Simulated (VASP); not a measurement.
OSZICAR of a VASP run on Re (hcp):

File OSZICAR:
```
       N       E                     dE             d eps       ncg     rms          rms(c)
DAV:   1     0.866358938875E+02    0.86636E+02   -0.61507E+03  4018   0.128E+03
DAV:   2    -0.211063852385E+02   -0.10774E+03   -0.97155E+02  5141   0.450E+02
DAV:   3    -0.284213467918E+02   -0.73150E+01   -0.62847E+01  5421   0.150E+02
DAV:   4    -0.287014919278E+02   -0.28015E+00   -0.25306E+00  5679   0.210E+01
DAV:   5    -0.287072206846E+02   -0.57288E-02   -0.54400E-02  5498   0.227E+00    0.500E+01
DAV:   6    -0.277356725024E+02    0.97155E+00   -0.80046E-01  5665   0.159E+01    0.232E+01
DAV:   7    -0.273809082872E+02    0.35476E+00   -0.66699E-01  5731   0.138E+01    0.527E-01
DAV:   8    -0.273735355460E+02    0.73727E-02   -0.60698E-03  5223   0.968E-01    0.184E-01
DAV:   9    -0.273722166569E+02    0.13189E-02   -0.95165E-04  5263   0.340E-01    0.370E-02
DAV:  10    -0.273722285230E+02   -0.11866E-04   -0.53377E-05  5498   0.971E-02    0.320E-02
DAV:  11    -0.273722278961E+02    0.62686E-06   -0.60546E-07  2855   0.179E-02
   1 F= -.19787432E+02 E0= -.19787295E+02  d E =-.197874E+02
       N       E                     dE             d eps       ncg     rms          rms(c)
DAV:   1    -0.253523972901E+02    0.20198E+01   -0.68108E+01  4236   0.285E+02    0.413E+01
DAV:   2    -0.248299870313E+02    0.52241E+00   -0.48943E-01  5394   0.162E+01    0.165E+01
DAV:   3    -0.246458855537E+02    0.18410E+00   -0.33034E-01  5272   0.130E+01    0.119E+00
DAV:   4    -0.246467348516E+02   -0.84930E-03   -0.10491E-02  5727   0.201E+00    0.937E-01
DAV:   5    -0.246479889872E+02   -0.12541E-02   -0.29820E-03  5773   0.113E+00    0.157E-01
DAV:   6    -0.246480669921E+02   -0.78005E-04   -0.11608E-04  5536   0.258E-01    0.156E-02
DAV:   7    -0.246480652625E+02    0.17296E-05   -0.11869E-06  3201   0.248E-02    0.257E-03
DAV:   8    -0.246480654714E+02   -0.20895E-06   -0.28905E-07  2391   0.150E-02
   2 F= -.18367115E+02 E0= -.18367123E+02  d E =0.142032E+01
       N       E                     dE             d eps       ncg     rms          rms(c)
DAV:   1    -0.277614400259E+02   -0.31134E+01   -0.28781E+01  4950   0.110E+02    0.319E+01
DAV:   2    -0.273494131409E+02    0.41203E+00   -0.38760E-01  5006   0.145E+01    0.142E+01
DAV:   3    -0.272230173811E+02    0.12640E+00   -0.31473E-01  5198   0.113E+01    0.613E-01
DAV:   4    -0.272245498220E+02   -0.15324E-02   -0.28134E-03  5077   0.606E-01    0.232E-01
DAV:   5    -0.272254502404E+02   -0.90042E-03   -0.10516E-03  5754   0.410E-01    0.135E-01
DAV:   6    -0.272257842566E+02   -0.33402E-03   -0.44391E-04  5539   0.275E-01    0.180E-02
DAV:   7    -0.272257888400E+02   -0.45834E-05   -0.72567E-06  4893   0.488E-02    0.317E-03
DAV:   8    -0.272257889505E+02   -0.11052E-06   -0.43158E-07  2403   0.147E-02
   3 F= -.19820669E+02 E0= -.19820487E+02  d E =-.332377E-01
       N       E                     dE             d eps       ncg     rms          rms(c)
DAV:   1    -0.272121939728E+02    0.13595E-01   -0.50858E-03  4926   0.188E+00    0.352E-01
DAV:   2    -0.272121307960E+02    0.63177E-04   -0.63769E-05  5122   0.184E-01    0.139E-01
DAV:   3    -0.272121129487E+02    0.17847E-04   -0.42070E-05  5188   0.133E-01    0.945E-03
DAV:   4    -0.272121131756E+02   -0.22687E-06   -0.27842E-07  1962   0.125E-02
   4 F= -.19820921E+02 E0= -.19820737E+02  d E =-.334896E-01
       N       E                     dE             d eps       ncg     rms          rms(c)
DAV:   1    -0.272082894439E+02    0.38235E-02   -0.38193E-04  4938   0.517E-01    0.101E-01
DAV:   2    -0.272082843009E+02    0.51430E-05   -0.23227E-06  2684   0.513E-02    0.322E-02
DAV:   3    -0.272082832120E+02    0.10888E-05   -0.99701E-06  4058   0.346E-02    0.393E-03
DAV:   4    -0.272082832338E+02   -0.21731E-07   -0.13169E-07  1833   0.635E-03
   5 F= -.19820929E+02 E0= -.19820745E+02  d E =-.334978E-01
```

Problem. Which electronic solver shows in the log?

Solution. It is blocked Davidson (ALGO = Normal, or the opening steps of other solvers). The INCAR had ALGO = Normal.

Problem. Can the final energy be trusted as converged?

Solution. Self-consistency was reached. It stopped with EDIFF = 1E-6, NELM = 100, NSW = 40 and EDIFFG = -0.02 after 5 ionic steps (LDA (Ceperley-Alder, Perdew-Zunger), plane waves, VASP's LDA PAW potentials (set 64)). Energy and stress use the plane-wave basis of the starting cell.

The compound is Re in the hcp structure. This run relaxes it under an external pressure of 45 GPa. Symmetry was kept, so distortions that lower it aren't found.
